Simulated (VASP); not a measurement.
Crystal: Ru.

```
Ru
1.0
     2.70783    0.00000    0.00000
    -1.35391    2.34505    0.00000
     0.00000    0.00000    4.26810
Ru
2
Cartesian
  0.0000 1.5634 1.0670
  1.3539 0.7817 3.2011
```

- Program: VASP 6.6.1
- Task: relaxation of cell and atoms
- Functional: PBE
- Potentials or basis: VASP PAW PBE potentials, release 64 (Ru_pv)
- Cutoff: 600 eV
- k mesh: 18 × 18 × 10
- Occupations: gaussian, width 0.1 eV
- Spin: no spin polarisation

At the start: pressure 5.0 GPa; volume 13.55 Å³/atom.

Problem. How do energy, volume and symmetry change on relaxing?

Solution. Over 6 steps the energy falls by 3.3 meV/atom and the volume is 13.76 Å³/atom (+1.5 %); space group P6_3/mmc (No. 194, to 0.05 Å).

The path:
```csv
step,energy change (eV),largest force (eV/Å),pressure (GPa),volume (Å³)
1,0.0000,0.0000,4.98,27.10
2,0.0467,0.0000,-12.71,28.79
3,-0.0065,0.0000,-0.11,27.53
4,-0.0065,0.0000,-0.01,27.52
5,-0.0065,0.0000,0.03,27.51
6,-0.0065,0.0000,0.01,27.52
```

Final structure:
```
Ru
1.0
     2.71948    0.00000    0.00000
    -1.35974    2.35514    0.00000
     0.00000    0.00000    4.29619
Ru
2
Direct
  0.33333 0.66667 0.25000
  0.66667 0.33333 0.75000
```
